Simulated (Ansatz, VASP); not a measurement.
## Y in two plane-wave programs

Aim: how closely do two programs agree when they are given the same cell, functional and k mesh? The structure shown is the end of the Ansatz relaxation below.

Main program and level: Ansatz 0.2.0; plane waves, with VASP 6.6.1 beside it; single point at LDA.

**1. Starting point**

Symmetry: P6_3/mmc, No. 194, hexagonal system. The conventional cell has a = 3.684 Å, b = 3.684 Å, c = 5.383 Å, α = 90.00°, β = 90.00°, γ = 120.00°. Y has 12 Y at 3.43 to 3.68 Å nearest.

As a file:

```cif
data_structure
_symmetry_space_group_name_H-M 'P6_3/mmc'
_symmetry_Int_Tables_number 194
_cell_length_a 3.6840
_cell_length_b 3.6840
_cell_length_c 5.3835
_cell_angle_alpha 90.000
_cell_angle_beta 90.000
_cell_angle_gamma 120.000
_cell_volume 63.28
loop_
_atom_site_label
_atom_site_type_symbol
_atom_site_symmetry_multiplicity
_atom_site_Wyckoff_symbol
_atom_site_fract_x
_atom_site_fract_y
_atom_site_fract_z
_atom_site_occupancy
Y1 Y 2 c 0.33333 0.66667 0.25000 1
```

**2. Ansatz: relaxation, LDA**

Ansatz runs on its PAW soft_1 files.

This run makes the geometry at which the two programs are then compared.

Input file input.yaml:

```yaml
crystal:
  lattice:
    - [3.6840267491, 0.0, 0.0]
    - [-1.8420133746, 3.190460753, 0.0]
    - [0.0, 0.0, 5.411811422]
  atoms:
    - { symbol: "Y", position: [0.3333333333, 0.6666666667, 0.25] }
    - { symbol: "Y", position: [0.6666666667, 0.3333333333, 0.75] }
kpoints:
  mp_grid: { grid: [15, 15, 8] }
hamiltonian:
  xc: lda
  pseudopotentials: { kind: paw, azcp: { folder: soft_1 }, xc_functional: pbe }
scf:
  occupations: { method: methfessel_paxton, width: 0.2 }
output:
  forces: true
  stress: true
  eigenvalues: true
relax:
  adjacent_minimum: "off"
  f_tol: 0.001
  max_steps: 60
  cell: { stress_tol: 0.01, fix: [a, b, gamma] }
```

Launch:

```console
$ ansatz run input.yaml --threads 4 --pin off --max-ram 10240MiB --backend cpu --events-out ev --progress --plain --runs-dir out
```

Numbers of over 12 decimals in the logs are rounded to 6 here.

Log:

```text
Engine: ansatz 0.2.0, x86_64-unknown-linux-gnu
Pseudopotentials: kind: paw
Pseudopotential: Y, paw, valence charge 11, recommended cutoff 420 eV (normal), soft_1/Y.paw.azcp
Functional definition: SPW92
  exchange = slater_x
  correlation = pw_c
Crystal: 2 atoms, lattice volume = 63.609 Å³
Basis set: ecut = 420 eV, 1243 PW (Γ)
Bands: 15, of which v1, the nominal top of the filled ones, is band 11 counted from 1 (10 counted from 0)
Symmetry: 24 space group operations
Space group: P63/mmc (ITA 194), of the structure as read, at distance tolerance 4.0e-5 Å
k-points: 135 of 1800
Non-local potential: Y, projectors of the file, l = 0: 3, l = 1: 2, l = 2: 2, l = 3: 1
PAW form: soft (Blöchl's): semilocal exchange-correlation on the pseudo side does not see the compensation charge
PAW frozen core: Y, regenerated for the run's functional, and the local potential with it (the file was generated under x = pbe(κ = 0.804, μ = 0.219515), c = pbe(β = 0.066725))
PAW one-centre angular grid: Y, 590 points (default); XC on 64 Gauss nodes
Initial density: superposition of atomic densities (chi_scale 0.1, normalization cell)
Initial wavefunctions: pseudopotential atomic-orbital guess
Functional: x = slater, c = lda
SCF iter   1: F=—  HF=-7491.154551 eV  |F-HF|=—  |Δ(HF+E_count)|=         —  Δρ=1.23e-2  dr2=1.53e-1  ethr=3.10e-3  ⟨swp⟩=4.4  Hψ=8619  notcnv=0
preconditioner: auto → none  [metal: Δε(μ)=0.011 eV  Ē_g=2.632 eV  σ=0.200 eV  W_gap=0.05  n_scr=8 (ndim 8)  ℏωp=11.4 eV  f_vac=0.000  D(μ)=3.38/eV (n_scr^D=34)  sad-step TF]
SCF iter   2: F=—  HF=-7491.122944 eV  |F-HF|=—  |Δ(HF+E_count)|=   3.16e-2  S|Δr|=    0.00e0  Δρ=8.13e-3  dr2=6.61e-2  ethr=6.96e-4  ⟨swp⟩=1.0  Hψ=3105  notcnv=0
SCF iter   3: F=—  HF=-7491.100066 eV  |F-HF|=—  |Δ(HF+E_count)|=   2.29e-2  S|Δr|=    0.00e0  Δρ=5.84e-4  dr2=3.29e-4  ethr=3.00e-4  ⟨swp⟩=2.9  Hψ=3325  notcnv=0
SCF iter   4: F=—  HF=-7491.099987 eV  |F-HF|=—  |Δ(HF+E_count)|=   7.93e-5  S|Δr|=    0.00e0  Δρ=1.18e-4  dr2=8.13e-6  ethr=1.50e-6  ⟨swp⟩=2.0  Hψ=3544  notcnv=0
SCF iter   5: F=—  HF=-7491.099989 eV  |F-HF|=—  |Δ(HF+E_count)|=   2.71e-6  S|Δr|=    0.00e0  Δρ=3.11e-5  dr2=4.95e-7  ethr=3.70e-8  ⟨swp⟩=3.0  Hψ=3557  notcnv=0
SCF iter   6: F=-7491.099989 eV  HF=-7491.099989 eV  |F-HF|=8.07e-9  |Δ(HF+E_count)|=   9.55e-8  S|Δr|=    0.00e0  Δρ=4.81e-6  dr2=1.09e-8  ethr=4.55e-10  ⟨swp⟩=5.9  Hψ=9274  notcnv=0
SCF 1 converged in 6 iterations: F = -7491.099989 eV  dr2 = 1.09e-8
  greatest PAW one-centre occupation: 0.992 electrons in one spin orbital (limit 2), on the Y atom at site 1 (counted from 0), in its partial waves of l = 0
relax step   1: F+E_penalty+E_count = -7491.09998919 eV  Δ(F+E_penalty+E_count) = +0.000e0 eV  max|allowed force component| = 5.551e-17 eV/Å  Δτ_max = 0.0000 Å  P = -2.443 GPa  Ω = 63.609 Å³  fix = [a, b, gamma]  reactions: a -3.448, b -3.448 GPa  (6 SCF iters, dr2 threshold 1.00e-7 eV, accepted)
[...]
relax step   2: F+E_penalty+E_count = -7491.10044509 eV  Δ(F+E_penalty+E_count) = -4.559e-4 eV  max|allowed force component| = 3.701e-17 eV/Å  Δτ_max = 0.0000 Å  P = -2.251 GPa  Ω = 63.306 Å³  energy of the carried Pulay correction = +7.520e-6 eV  fix = [a, b, gamma]  reactions: a -3.357, b -3.357 GPa  (3 SCF iters, dr2 threshold 2.00e-7 eV, accepted)
[...]
relax step   3: F+E_penalty+E_count = -7491.10044941 eV  Δ(F+E_penalty+E_count) = -4.314e-6 eV  max|allowed force component| = 3.932e-17 eV/Å  Δτ_max = 0.0000 Å  P = -2.232 GPa  Ω = 63.276 Å³  energy of the carried Pulay correction = +8.259e-6 eV  fix = [a, b, gamma]  reactions: a -3.348, b -3.348 GPa  (3 SCF iters, dr2 threshold 3.75e-9 eV, accepted)
[...]
relax step   4: F+E_penalty+E_count = -7491.10044061 eV  Δ(F+E_penalty+E_count) = +8.796e-6 eV  max|allowed force component| = 6.476e-17 eV/Å  Δτ_max = 0.0000 Å  P = -2.232 GPa  Ω = 63.276 Å³  fix = [a, b, gamma]  reactions: a -3.348, b -3.348 GPa  stress off target by 4.73e-4 GPa on what of the cell is left free  SCF on the basis re-selected at this cell (its energy is not comparable with the rows above)  (5 SCF iters)
basis re-selected at this cell: Δ(F+E_penalty+E_count) = +8.796e-6 eV, ΔP = +0.000 GPa vs the last step (what re-selecting the basis moved, of the pressure what is left beyond the Pulay correction that the steps carried, after the strain that the cell walked since its last selection, with what the two solves' SCF thresholds leave and, on support functions, any second-order correction that the steps lacked; it is no measure of the basis error at this ecutwfc). The dense FFT grid was sized anew with the basis: this SCF ran on 25×25×36 points, the steps before it on 25×25×40, so part of this shift can come from that change (see relax.cell in the input reference). [rest of the remark cut]
SCF converged after 5 iterations
Stability not checked: this state was not tested for a lower state beside it, because cold or Methfessel-Paxton smearing, or corrected tetrahedra, fill the levels in a way that the test cannot read (fill_not_monotonic; see scf.lower_state_search)
Free energy (F): -7491.100441 eV
Harris-Foulkes:  -7491.100441 eV  (|F-HF|=0.00e0)
Internal energy: -7491.101144 eV  (E = F + TS)
E sigma→0 (E₀):  -7491.100616 eV
Entropy (-TS):   0.000703 eV (0.352 meV/atom)
Fermi energy:    9.515339 eV
--- Per-component energies (eV) ---
  E_band       = -236.758083
  E_kinetic    = 632.020680
  E_local      = -1189.918170  (includes V_loc(G=0)·N_el)
  E_nonlocal   = 61.842128
  E_hartree    = 375.760852
  E_xc         = -353.303905
  E_vxc        = -409.098165  (∫ρ·V_xc dr)
  E_paw        = -5429.572487  (= ΣΔE_a)
  E_vpaw       = -83.126306  (= ΣTr[D̂ρ^β])
  E_aug_tail   = 0.000046  (compensation charges beyond the density's cutoff)
  E_ewald      = -1588.589457
  E_core_change = 0.659170  (= ΣΔE_core)
  E_smearing   = 0.000703  (= −TS)
  E_closure    = -0.000000  (closes the sum)
  Σ components = -7491.100441   (vs F -7491.100441, Δ=0.00e0)
--- Forces (eV/Å), atoms counted from 1 ---
  atom   1  Y      0.00000000     0.00000000     0.00000000
  atom   2  Y     -0.00000000    -0.00000000     0.00000000
  max |Σ_I F_I| component: 0.00e0 eV/Å
--- Stress (GPa, compression-positive) ---
       -3.348393      -0.000000       0.000000
       -0.000000      -3.348393       0.000000
        0.000000       0.000000       0.000473
  P = ⅓ Tr σ = -2.2321 GPa (-22.321 kbar)
--- Band table (eV; the first three rows and the last of 135) ---
  k-point 0: bands = [... 7 lower, -12.5758, 4.8550, 7.7024, 11.1163, 11.1452, 11.1452, 11.9161, 11.9161]
  k-point 1: bands = [... 7 lower, -12.6077, 4.9739, 7.6671, 10.9373, 11.0224, 11.0224, 11.7774, 11.7774]
  k-point 2: bands = [... 7 lower, -12.6861, 5.3175, 7.4966, 10.6260, 10.8736, 10.8736, 11.4735, 11.4735]
  k-point 134: bands = [... 7 lower, -12.6860, 9.1174, 9.1174, 9.1340, 9.1340, 10.0209, 10.0209, 12.4318]
--- Relaxed structure (3 steps of the walk, 3 accepted, 1 SCFs on fresh bases) ---
  F+E_penalty+E_count = -7491.10044061 eV   max|allowed force component| = 6.476e-17 eV/Å   (the final SCF, on the basis selected at the relaxed cell)
  cell:  # Å, volume = 63.2763 Å³
    - [3.684027, 2.8867476061034775e-11, 0.0]
    - [-1.842013, 3.190461, 0.0]
    - [0.0, 0.0, 5.383498]
  atoms:
    - { symbol: Y, position: [0.333333, 0.666667, 0.25] }
    - { symbol: Y, position: [0.666667, 0.333333, 0.75] }
```

**3. VASP: single point, LDA, pair 1**

The same cell, functional (in two slightly different forms), mesh and smearing now go to VASP, with its own data sets.

Lines of VASP's logs that name or quote its potential files are left out, and so is its time.

Input file INCAR:

```
SYSTEM = Y
PREC = Accurate
ENCUT = 500
EDIFF = 1E-06
NELM = 120
ISMEAR = 1
SIGMA = 0.2
LREAL = .FALSE.
ALGO = Normal
GGA = CA
NBANDS = 17
LASPH = .TRUE.
LORBIT = 11
LWAVE = .FALSE.
LCHARG = .FALSE.
ISIF = 2
GGA_COMPAT = .FALSE.
KPAR = 2
```

Input file POSCAR:

```
Y
1.0
    3.6840267491      0.0000000000      0.0000000000
   -1.8420133746      3.1904607530      0.0000000000
    0.0000000000      0.0000000000      5.3834981009
Y
2
Direct
    0.3333333333      0.6666666667      0.2500000000
    0.6666666667      0.3333333333      0.7500000000
```

Input file KPOINTS:

```
Automatic mesh
0
Gamma
15 15 8
0 0 0
```

Potentials, in the order of the species: Y_sv (LDA family, release 64).

Launch:

```console
$ mpirun -np 2 vasp_std
```

Log:

```text
[banner, memory and clock lines left out]
running    2 mpi-ranks, on    1 nodes
 distrk:  each k-point on    1 cores,    2 groups
 distr:  one band on    1 cores,    1 groups

 POSCAR found type information on POSCAR Y
 POSCAR found :  1 types and       2 ions
 LDA part: xc-table for (Slater(with rela. corr.)+CA(PZ))
 , standard interpolation
 POSCAR, INCAR and KPOINTS ok, starting setup
 FFT: planning ... GRIDC
 FFT: planning ... GRID_SOFT
 FFT: planning ... GRID
 WAVECAR not read
 entering main loop
       N       E                     dE             d eps       ncg     rms          rms(c)
DAV:   1     0.869338956540E+02    0.86934E+02   -0.11205E+04  4590   0.120E+03
DAV:   2    -0.699051578614E+01   -0.93924E+02   -0.92535E+02  5776   0.264E+02
DAV:   3    -0.140909834483E+02   -0.71005E+01   -0.70458E+01  8216   0.440E+01
DAV:   4    -0.142580187523E+02   -0.16704E+00   -0.16690E+00  5584   0.715E+00
DAV:   5    -0.142619277724E+02   -0.39090E-02   -0.39077E-02  6886   0.818E-01    0.339E+01
DAV:   6    -0.139157361737E+02    0.34619E+00   -0.42409E-01  5022   0.404E+00    0.210E+01
DAV:   7    -0.138528728427E+02    0.62863E-01   -0.80915E-01  6355   0.498E+00    0.168E+00
DAV:   8    -0.138397853069E+02    0.13088E-01   -0.13166E-01  5603   0.223E+00    0.514E-01
DAV:   9    -0.138396721754E+02    0.11313E-03   -0.47570E-03  6603   0.452E-01    0.173E-01
DAV:  10    -0.138396618445E+02    0.10331E-04   -0.59402E-04  5767   0.210E-01    0.756E-02
DAV:  11    -0.138396641269E+02   -0.22824E-05   -0.37368E-05  7031   0.422E-02    0.613E-02
DAV:  12    -0.138396623464E+02    0.17806E-05   -0.77385E-06  5295   0.218E-02    0.236E-02
DAV:  13    -0.138396619071E+02    0.43930E-06   -0.89794E-07  3796   0.870E-03
   1 F= -.13839662E+02 E0= -.13839913E+02  d E =0.752091E-03
```

Parts of OUTCAR (step 3):

```text
ion  position               nearest neighbor table
   1  0.333  0.667  0.250-   2 3.43   2 3.43   2 3.43   2 3.43   2 3.43   2 3.43
   2  0.667  0.333  0.750-   1 3.43   1 3.43   1 3.43   1 3.43   1 3.43   1 3.43

  LATTYP: Found a hexagonal cell.
 ALAT       =     3.6840267491
 C/A-ratio  =     1.4613080924

 Subroutine GETGRP returns: Found 24 space group operations
 (whereof 12 operations were pure point group operations)

The static configuration has the point symmetry D_3d.
 The point group associated with its full space group is D_6h.

 Found    135 irreducible k-points:

   k-points           NKPTS =    135   k-points in BZ     NKDIM =    135   number of bands    NBANDS=     17

   dimension x,y,z NGX =    28 NGY =   28 NGZ =   40
   dimension x,y,z NGXF=    56 NGYF=   56 NGZF=   80

   ENCUT  =  500.0 eV  36.75 Ry    6.06 a.u.   6.72  6.72  9.82*2*pi/ulx,y,z

   NELECT =      22.0000    total number of electrons

 k-points in reciprocal lattice and weights: Automatic mesh
   0.00000000  0.00000000  0.00000000       0.001
   0.06666667  0.00000000  0.00000000       0.003
   0.13333333  0.00000000  0.00000000       0.003
   0.20000000  0.00000000  0.00000000       0.003
   0.26666667  0.00000000  0.00000000       0.003
   0.33333333  0.00000000  0.00000000       0.003
   0.40000000 -0.00000000  0.00000000       0.003
   0.46666667  0.00000000  0.00000000       0.003
   0.06666667  0.06666667  0.00000000       0.003
[...]
0.33333333  0.26666667  0.50000000       0.007
   0.33333333  0.33333333  0.50000000       0.001

 average (electrostatic) potential at core
       1 -37.4484       2 -37.4484

 E-fermi :   2.9731

 k-point     1 :       0.0000    0.0000    0.0000
  band No.  band energies     occupation
    ...
      6     -19.1926      2.00000
      7     -19.1926      2.00000
      8     -19.1031      2.00000
      9      -1.7139      2.00000
     10       1.1519      2.00000
     11       4.5921     -0.00000
     12       4.5967     -0.00000
     13       4.5967     -0.00000
     14       5.3666     -0.00000
     15       5.3666     -0.00000
    ...

 k-point     2 :       0.0667    0.0000    0.0000
  band No.  band energies     occupation
    ...
      6     -19.2087      2.00000
      7     -19.1936      2.00000
      8     -19.1090      2.00000
      9      -1.6194      2.00000
     10       1.2336      2.00000
     11       4.3756     -0.00000
     12       4.4382     -0.00000
     13       4.6835     -0.00000
     14       5.2738     -0.00000
     15       5.3083     -0.00000
    ...

 k-point     3 :       0.1333    0.0000    0.0000
  band No.  band energies     occupation
    ...
      6     -19.2536      2.00000
      7     -19.1968      2.00000
      8     -19.1264      2.00000
      9      -1.3440      2.00000
     10       1.4603      2.00000
     11       3.9411     -0.00000
     12       4.0308     -0.00000
     13       4.9409     -0.00000
     14       5.0461     -0.00000
     15       5.0942     -0.00000
    ...

  Total       -1.3657335     -1.3657335     -0.0456253      0.0000000      0.0000000     -0.0000000
  in kB      -34.5808607    -34.5808607     -1.1552480      0.0000000      0.0000000     -0.0000000
  external PRESSURE =     -23.4389898 kB  Pullay stress =       0.0000000 kB

  energy-cutoff  :      500.00
  volume of cell :       63.28
      direct lattice vectors                 reciprocal lattice vectors
     3.684026749  0.000000000  0.000000000     0.271442112  0.156717176  0.000000000
    -1.842013375  3.190460753  0.000000000     0.000000000  0.313434352  0.000000000
     0.000000000  0.000000000  5.383498101     0.000000000  0.000000000  0.185752829

 POSITION                                       TOTAL-FORCE (eV/Angst)
 -----------------------------------------------------------------------------------
     -0.00000      2.12697      1.34587         0.000000     -0.000000      0.000000
      1.84201      1.06349      4.03762        -0.000000      0.000000      0.000000
 -----------------------------------------------------------------------------------
    total drift:                               -0.000000      0.000000     -0.000000

  FREE ENERGIE OF THE ION-ELECTRON SYSTEM (eV)
  ---------------------------------------------------
  free  energy   TOTEN  =       -13.8396619071 eV

  energy  without entropy=      -13.8404139980  energy(sigma->0) =      -13.83991260

 total charge
# of ion       s       p       d       f       tot
--------------------------------------------------
    1        2.295   6.235   0.976   0.008   9.513
    2        2.295   6.235   0.976   0.008   9.513
--------------------------------------------------
tot          4.589  12.471   1.952   0.015  19.027

[... 3 further parts left out ...]
```

The run ends at a pressure of -2.34 GPa.

**4. Side by side**

Known differences besides the potentials themselves: the two LDA forms differ slightly; the cutoff is 420 eV in Ansatz and 500 eV in VASP; VASP's log shows a relativistic correction to its local exchange, Ansatz's none; Ansatz's pressure holds a Pulay correction, VASP's none. Total energies have different zeros and are not compared.

Compared:

```tsv
quantity	Ansatz	VASP	difference
pressure (GPa)	-2.23	-2.34	+0.11
```

**5. Ansatz: relaxation, LDA**

This run makes the geometry at which the two programs are then compared. The cell compared in this pair holds 58.96 Å³, against 63.28 Å³ for the pair before.

The structure compared here is the end of the Ansatz relaxation.

input.yaml, the sections that differ from step 2:

```yaml
crystal:
  lattice:
    - [3.5610648407, 0.0, 0.0]
    - [-1.7805324204, 3.0839726166, 0.0]
    - [0.0, 0.0, 5.3404251447]
  atoms:
    - { symbol: "Y", position: [0.3333333595, 0.6666666405, 0.25] }
    - { symbol: "Y", position: [0.6666666405, 0.3333333595, 0.75] }
relax:
  adjacent_minimum: "off"
  f_tol: 0.001
  max_steps: 60
  cell: { stress_tol: 0.01, fix: [c, angles] }
# kpoints, hamiltonian, scf, output: as in step 2
```

Launch:

```console
$ ansatz run input.yaml --threads 4 --pin off --max-ram 10240MiB --backend cpu --events-out ev --progress --plain --runs-dir out
```

Log:

```text
[...]
k-point 319: bands = [... 7 lower, -11.7108, 8.5879, 8.5879, 10.5206, 10.5206, 12.0942, 12.0942, 13.1945]
--- Relaxed structure (2 steps of the walk, 2 accepted, 1 SCFs on fresh bases) ---
[...]
cell:  # Å, volume = 58.9612 Å³
    - [3.570508, 2.894404737835361e-11, 0.0]
    - [-1.785254, 3.092151, 0.0]
    - [0.0, 0.0, 5.3404251447]
  atoms:
    - { symbol: Y, position: [0.333333, 0.666667, 0.250000] }
    - { symbol: Y, position: [0.666667, 0.333333, 0.750000] }
[key lines of the parts left out:]
SCF converged after 5 iterations
Free energy (F): -7491.138560 eV
Fermi energy:    10.376384 eV
P = ⅓ Tr σ = 0.7823 GPa (7.823 kbar)
```

[end of part 1 of 2]

[Lines on the potential files, build, host, timing and source positions are cut from VASP's logs without a mark.]

[Logs are printed without paths, hosts, clocks, repeated set-up lines and the standing remarks that a program may print on its own settings, such as how far it seeks lower states.]

[Hosts, paths, dates, database ids (printed as entryN), source tags and the programs' standing remarks are cut or masked in the printed files.]
